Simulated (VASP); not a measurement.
Input:

```
CELL_PARAMETERS angstrom
      2.87242     0.00000     0.00000
      0.00000     2.87242     0.00000
      0.00000     0.00000     2.87242
ATOMIC_POSITIONS crystal
  Al 0.50000 0.50000 0.50000
  Co 0.00000 0.00000 0.00000
```

These are RPBE GGA, VASP's PBE PAW potentials (set 64) (plane waves; VASP) values and carry that method's errors. Settings: 520 eV cut-off, Gaussian smearing of 0.050 eV, potentials Al Co.

Problem. Give the energies of bands 1 to 9 at the high-symmetry points, in eV from the Fermi level.

Solution. 
```
band       Γ      X      M      R
----  ------  -----  -----  -----
1     -10.95  -6.74  -5.18  -3.87
2      -2.89  -6.54  -3.00  -3.87
3      -2.89  -2.32  -2.67  -3.87
4      -0.86  -1.71  -2.67  -0.23
5      -0.86  -1.71  -1.50  -0.23
6      -0.86  -0.76  -1.50   2.34
7       5.84   0.13  -0.27   2.34
8       5.84   8.28   2.33   2.34
9       5.84  10.44   3.29   3.97
```

It has no gap at this level: it comes out as a metal or semimetal.

The compound is CoAl in the CsCl type structure. It was relaxed first. The run is not spin-polarised, so no magnetic state was tried.
